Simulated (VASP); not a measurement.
VASP runs on AlAs (space group F-43m) share one base input (PBE GGA, plane waves, VASP's PBE PAW potentials (set 64)) and change the settings named in each case.

### POSCAR
```
AlAs
1
    0.0000000000     2.8300000000     2.8300000000
    2.8300000000     0.0000000000     2.8300000000
    2.8300000000     2.8300000000     0.0000000000
Al As
1 1
Direct
  0.0000000000   0.0000000000   0.0000000000
  0.2500000000   0.2500000000   0.2500000000
```

KPOINTS:
```
Automatic mesh
0
Gamma
8 8 8
0 0 0
```

**INCAR**
```
# general
SYSTEM   =  AlAs
PREC     =  Accurate
ENCUT    =  300
LREAL    =  .FALSE.   # projection in real space or not
LASPH    =  .TRUE.   # aspherical one-centre terms

# electronic loop
EDIFF    =  1E-6   # SCF stop (eV)
NELM     =  100   # most electronic steps
ALGO     =  Normal   # blocked Davidson
LMAXMIX  =  4

# smearing
ISMEAR   =  -1   # Fermi-Dirac
SIGMA    =  0.05   # width (eV)

# functional
GGA      =  PE   # PBE

# ions
ISIF     =  2   # forces and stress, cell fixed

# output
LWAVE    =  .FALSE.
LCHARG   =  .FALSE.
```

POTCAR, in this order: Al As (PBE.64 set). Program: vasp_std.

| change | E(σ→0) (eV/atom) | pressure (GPa) |
|---|---|---|
| base run | -4.6846 | 2.79 |
| GGA removed, POTCAR Al As (LDA.64 set) | -5.2548 | (withheld) |
| GGA_COMPAT = .FALSE., LNONCOLLINEAR = .TRUE., LSORBIT = .TRUE., MAGMOM = 0.0 0.0 0.0 0.0 0.0 0.0, program vasp_ncl | -4.6902 | (withheld) |
| KPOINTS 3×3×3 Γ-centred mesh | -4.4693 | 3.93 |

### Question
Some entries are withheld; supply them.

### Answer

- GGA removed, POTCAR Al As (LDA.64 set), pressure (GPa): -0.90
- GGA_COMPAT = .FALSE., LNONCOLLINEAR = .TRUE., LSORBIT = .TRUE., MAGMOM = 0.0 0.0 0.0 0.0 0.0 0.0, program vasp_ncl, pressure (GPa): 2.80

Energies of different potentials or functionals have different zeros.

Left out are runs that ran out of time, are held back, or changed the cell or the kind of run, fixed moments of cells without a moment, rows past the twelfth, gaps on odd meshes, pressures of charged cells and columns that move by less than the noise.

The structure is a typed AlAs crystal (F-43m). The cell was not relaxed at this level.
